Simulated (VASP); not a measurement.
The system is CoSn.

```xyz
6
Lattice="5.2207 0.0000 0.0000 -2.6103 4.5212 0.0000 0.0000 0.0000 4.1658" Properties=species:S:1:pos:R:3 pbc="T T T"
Co   -1.3052    2.2606    0.0000
Co    1.3052    2.2606    0.0000
Co    2.6103    0.0000    0.0000
Sn    2.6103    1.5071    2.0829
Sn    0.0000    3.0142    2.0829
Sn    0.0000    0.0000    0.0000
```

The cell is a database's computed one.

Program: VASP 6.6.1. Alike in all runs: task band structure; no spin polarisation; cell as given; k mesh 9 × 9 × 9; cutoff (eV) 520; smearing methfessel-paxton 0.1 eV.

Problem. Order these runs on this cell by their pressure, lowest first.
A. level PBE; potentials or basis VASP PAW PBE potentials, release 64 (Co, Sn_d)
B. level LDA; potentials or basis VASP PAW LDA potentials, release 64 (Co, Sn_d)
C. level r2SCAN; potentials or basis VASP PAW PBE potentials, release 64 (Co, Sn_d)

Solution. B (-4.0 GPa), C (2.2 GPa), A (6.2 GPa).

Caveats: the PAW data sets were made with another functional, which shifts forces and pressure a little (some runs).
